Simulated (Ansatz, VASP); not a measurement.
# Si2BO3 in VASP and in Ansatz

```xyz
6
Lattice="3.8711 0.0000 0.0000 0.0000 3.8711 0.0000 0.0000 0.0000 4.8590" Properties=species:S:1:pos:R:3 pbc="T T T"
Si    1.9356    0.0000    2.7977
Si    0.0000    1.9356    2.7977
B     1.9356    1.9356    4.3034
O     0.0000    0.0000    2.3550
O     1.9356    0.0000    4.4565
O     0.0000    1.9356    4.4565
```

Alike in both runs: functional PBE; k mesh 4 × 4 × 4; occupations gaussian, width 0.1 eV; collinear spin.

Ansatz relaxed the structure, and its values are those at the end. VASP's run is a single point on that final structure, the one shown.

|  | VASP | Ansatz |
| --- | --- | --- |
| version | VASP 6.6.1 | Ansatz 0.2.0 |
| potentials or method | VASP PAW PBE potentials, release 64 (Si, B, O) | scalar-relativistic, plane waves, PAW |
| plane-wave cutoff (eV) | 520 | 420 |
| valence electrons in the cell | 29 | 29 |

Ansatz gave:

- gap on the k mesh at the Fermi level (eV): none
- pressure (GPa): 0.1
- rms of the force components (eV/Å): 0.002
- net moment per atom (μB): 0.00

Question: Estimate VASP's values.

Answer: gap on the k mesh at the Fermi level (eV): none; pressure (GPa): 0.4; rms of the force components (eV/Å): 0.055; net moment per atom (μB): 0.00.

A gap of «none» marks a metal or a gap that the smearing closes. Ansatz warned: «filled_band_counts_differ_across_k_points».

Caveats: the k mesh is coarse (spacing up to 0.41 Å⁻¹), so the values aren't converged.
